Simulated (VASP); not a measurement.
Consider the following.

```yaml
crystal:
  lattice:
    - [4.39494, 0.00000, 0.00000]
    - [-2.19747, 3.80613, 0.00000]
    - [0.00000, 0.00000, 7.15477]
  atoms:
    - { symbol: Cd, position: [0.33333, 0.66667, 0.00000] }
    - { symbol: Cd, position: [0.66667, 0.33333, 0.50000] }
    - { symbol: Se, position: [0.33333, 0.66667, 0.37600] }
    - { symbol: Se, position: [0.66667, 0.33333, 0.87600] }
```

Calculation: PBE GGA, VASP's PBE PAW potentials (set 64) (plane waves; VASP). Settings: PREC = Normal, EDIFF = 1E-5, 400 eV cut-off, 8×8×4 Γ-centred mesh, Gaussian smearing of 0.050 eV, potentials Cd Se.

Q: Predict the energy per atom (σ→0).

A: 
The energy per atom (σ→0) is -2.747 eV/atom.

The compound is CdSe in the wurtzite structure. It was relaxed first, which changed the volume by +7 %.
